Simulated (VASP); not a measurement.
Energy against volume of LiH (rock salt). Method: HSE06 screened hybrid, VASP's PBE PAW potentials (set 64) (plane waves; VASP). Run with 520 eV cut-off, 8×8×8 Γ-centred mesh, Gaussian smearing of 0.050 eV, potentials Li_sv H.

```csv
V (Å³/atom),E (eV/atom)
7.271,-3.39142
7.511,-3.39607
7.751,-3.39847
7.990,-3.39897
```

Fit these four points and predict the energy of the run at 8.230 Å³/atom.

A cubic in V^(−2/3), the third-order Birch-Murnaghan form, passes through the four points with V0 = 7.94 Å³/atom and B0 = 37 GPa, and gives -3.3979 eV/atom there. The run gave -3.3978 eV/atom, +0.0 meV/atom from the fit; all five points give B0 = 37 GPa.

The compound is LiH in the rock salt structure. It was relaxed first, which changed the volume by -7 %. The cell's shape comes from a PBE relaxation.
